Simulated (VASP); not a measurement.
OSZICAR of a VASP run on Eu (bcc):

OSZICAR:
```
       N       E                     dE             d eps       ncg     rms          rms(c)
DAV:   1     0.545072404990E+01    0.54507E+01   -0.34730E+03   808   0.668E+02
DAV:   2    -0.200147445682E+01   -0.74522E+01   -0.73011E+01  1216   0.918E+01
DAV:   3    -0.209082894122E+01   -0.89354E-01   -0.82398E-01   920   0.688E+00
DAV:   4    -0.209220032903E+01   -0.13714E-02   -0.13714E-02  1328   0.122E+00
DAV:   5    -0.209220436171E+01   -0.40327E-05   -0.40326E-05   912   0.366E-02    0.634E+00
DAV:   6    -0.210265857334E+01   -0.10454E-01   -0.93770E-04  1160   0.371E-01    0.379E+00
DAV:   7    -0.210844434547E+01   -0.57858E-02   -0.22847E-03  1008   0.545E-01    0.472E-02
DAV:   8    -0.210843288157E+01    0.11464E-04   -0.92525E-05  1400   0.852E-02    0.159E-02
DAV:   9    -0.210843452442E+01   -0.16428E-05   -0.49026E-06  1152   0.207E-02    0.486E-03
DAV:  10    -0.210843416245E+01    0.36196E-06   -0.73102E-07   544   0.722E-03
   1 F= -.21084342E+01 E0= -.21083371E+01  d E =-.210843E+01
       N       E                     dE             d eps       ncg     rms          rms(c)
DAV:   1    -0.234892659543E+01   -0.24049E+00   -0.43932E+00   824   0.215E+01    0.187E+00
DAV:   2    -0.220628477210E+01    0.14264E+00   -0.14023E-01  1136   0.367E+00    0.101E+00
DAV:   3    -0.214628283534E+01    0.60002E-01   -0.17614E-01  1152   0.397E+00    0.465E-01
DAV:   4    -0.214615253862E+01    0.13030E-03   -0.13149E-03   888   0.321E-01    0.221E-01
DAV:   5    -0.214615546880E+01   -0.29302E-05   -0.38148E-04  1144   0.164E-01    0.178E-02
DAV:   6    -0.214615096136E+01    0.45074E-05   -0.14107E-05  1224   0.329E-02    0.523E-03
DAV:   7    -0.214615130657E+01   -0.34521E-06   -0.36483E-07   456   0.470E-03
   2 F= -.21461513E+01 E0= -.21461820E+01  d E =-.377171E-01
       N       E                     dE             d eps       ncg     rms          rms(c)
DAV:   1    -0.235001585036E+01   -0.20386E+00   -0.41238E+00   808   0.212E+01    0.183E+00
DAV:   2    -0.221675071104E+01    0.13327E+00   -0.13374E-01  1128   0.366E+00    0.979E-01
DAV:   3    -0.216150166052E+01    0.55249E-01   -0.16316E-01  1160   0.389E+00    0.454E-01
DAV:   4    -0.216140689589E+01    0.94765E-04   -0.13537E-03   800   0.316E-01    0.183E-01
DAV:   5    -0.216140544259E+01    0.14533E-05   -0.32366E-04  1128   0.166E-01    0.201E-02
DAV:   6    -0.216140014301E+01    0.52996E-05   -0.13451E-05  1152   0.331E-02    0.487E-03
DAV:   7    -0.216140047236E+01   -0.32935E-06   -0.31369E-07   432   0.466E-03
   3 F= -.21614005E+01 E0= -.21613262E+01  d E =-.529663E-01
       N       E                     dE             d eps       ncg     rms          rms(c)
DAV:   1    -0.216887743397E+01   -0.74773E-02   -0.15730E-01   848   0.414E+00    0.355E-01
DAV:   2    -0.216387817285E+01    0.49993E-02   -0.50034E-03  1136   0.707E-01    0.189E-01
DAV:   3    -0.216179772060E+01    0.20805E-02   -0.62164E-03  1136   0.767E-01    0.892E-02
DAV:   4    -0.216179950697E+01   -0.17864E-05   -0.62093E-05   912   0.677E-02    0.318E-02
DAV:   5    -0.216180092865E+01   -0.14217E-05   -0.12281E-05  1144   0.336E-02    0.412E-03
DAV:   6    -0.216180045885E+01    0.46980E-06   -0.43779E-07   464   0.643E-03
   4 F= -.21618005E+01 E0= -.21616659E+01  d E =-.533663E-01
```

**Question.** Which electronic solver shows in the log?

**Answer.** It is blocked Davidson (ALGO = Normal, or the opening steps of other solvers). The INCAR had ALGO = Normal.

**Question.** Can the final energy be trusted as converged?

**Answer.** Self-consistency was reached. It stopped with EDIFF = 1E-6, NELM = 100, NSW = 60 and EDIFFG = -0.01 after 4 ionic steps (PBEsol GGA, plane waves, VASP's PBE PAW potentials (set 64)). The 4f electrons are frozen in the core of the lanthanide potential, so 4f levels, which can set the real gap, and their magnetism are missing. Energy and stress use the plane-wave basis of the starting cell.

The compound is Eu in the bcc structure. This run relaxes it. Symmetry was kept, so distortions that lower it aren't found.
